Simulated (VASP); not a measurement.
CaB3C3:

```xyz
7
Lattice="3.2364 0.0000 0.0000 0.0000 3.2364 0.0000 0.0000 0.0000 7.8385" Properties=species:S:1:pos:R:3 pbc="T T T"
Ca    0.0000    0.0000    3.9192
B     0.0000    0.0000    0.0000
B     1.6182    1.6182    6.3506
B     1.6182    1.6182    1.4879
C     0.0000    0.0000    6.1022
C     0.0000    0.0000    1.7363
C     1.6182    1.6182    0.0000
```

The cell was built by a generator and needn't be a form met in nature.

The cell isn't the ideal one: random cell by space group and Wyckoff sites (P4/mmm, No. 123).

- Program: VASP 6.6.1
- Task: relaxation of cell and atoms
- Functional: PBE
- Potentials or basis: VASP PAW PBE potentials, release 64 (Ca_sv, B, C)
- Cutoff: 600 eV
- k mesh: 6 × 6 × 2
- Occupations: gaussian, width 0.1 eV
- Spin: no spin polarisation

At the start: pressure -15.7 GPa; volume 11.73 Å³/atom.

**Question.** How do energy, volume and symmetry change on relaxing?

**Answer.** Over 13 steps the energy falls by 279.5 meV/atom and the volume is 9.28 Å³/atom (-20.9 %); space group P4/mmm (No. 123, to 0.05 Å).

Step by step:
```tsv
step	energy change (eV)	largest force (eV/Å)	pressure (GPa)	volume (Å³)
1	0.0000	5.0702	-15.67	82.10
2	-0.9776	4.3154	15.69	69.19
3	-1.4808	2.5025	0.09	73.33
4	-1.5840	2.2106	-7.20	70.18
5	-1.7830	0.9525	-5.00	71.72
6	-1.9026	0.1972	-3.54	68.55
7	-1.9498	0.2396	-1.75	65.90
8	-1.9504	0.4393	-1.03	65.16
9	-1.9511	0.3453	-1.37	65.50
10	-1.9485	0.2824	2.44	64.29
11	-1.9555	0.0740	0.28	64.97
12	-1.9562	0.0614	-0.12	64.96
13	-1.9563	0.0358	0.00	64.96
```

Final structure:
```
Ca B C
1.0
     2.93154    0.00000    0.00000
     0.00000    2.93154    0.00000
     0.00000    0.00000    7.55902
Ca B C
1 3 3
Cartesian
  0.0000 0.0000 3.7795
  0.0000 0.0000 0.0000
  1.4658 1.4658 6.0214
  1.4658 1.4658 1.5376
  0.0000 0.0000 6.0387
  0.0000 0.0000 1.5203
  1.4658 1.4658 0.0000
```

Caveat: the k mesh is coarse (spacing up to 0.40 Å⁻¹), so the values aren't converged; the volume moved by over 15 % at a fixed basis, so the end points are rough.
